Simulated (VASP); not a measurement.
Given:

```
HfO2
1.0
    0.00000     2.52490     2.52490
    2.52490     0.00000     2.52490
    2.52490     2.52490     0.00000
Hf O
1 2
Cartesian
  0.00000   0.00000   0.00000
  1.26245   1.26245   1.26245
  3.78735   3.78735   3.78735
```

These are PBE GGA with D3 dispersion (zero damping), VASP's PBE PAW potentials (set 64) (plane waves; VASP) values and carry that method's errors. Run with 520 eV cut-off, Gaussian smearing of 0.050 eV, potentials Hf_pv O.

Unless said otherwise, spin-orbit coupling is left out, though it shifts the bands of the heavy elements here.

**Question.** What does the run give for the band gap (along the path) with the smallest direct gap where there is one?

**Answer.** 
```
Quantity                                Value
------------------------------------  -------
band gap (along the path)             3.83 eV
smallest direct gap (along the path)  3.83 eV
```

The absolute energy has meaning only against runs of the same code, potentials and settings.

The compound is HfO2 in the fluorite structure, the high-temperature cubic form, which is unstable at 0 K; the monoclinic form is the stable one. It was relaxed first.
